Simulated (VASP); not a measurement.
```yaml
crystal:
  lattice:
    - [0.00000, 2.37605, 2.37605]
    - [2.37605, 0.00000, 2.37605]
    - [2.37605, 2.37605, 0.00000]
  atoms:
    - { symbol: Li, position: [0.00000, 0.00000, 0.00000] }
    - { symbol: Br, position: [0.50000, 0.50000, 0.50000] }
```

Computed with PBE GGA, VASP's PBE PAW potentials (set 64) (plane waves; VASP). Settings: 620 eV cut-off, 10×10×10 Γ-centred mesh, Gaussian smearing of 0.050 eV, potentials Li_sv Br.

Predict the energy per atom (σ→0), pressure.

```
Property                        Value
---------------------  --------------
energy per atom (σ→0)  -2.847 eV/atom
pressure                    30.01 GPa
```

Total energies compare only between runs with the same potentials, cut-off and functional.

The compound is LiBr in the rock salt structure. It was relaxed first under an external pressure of 30 GPa.
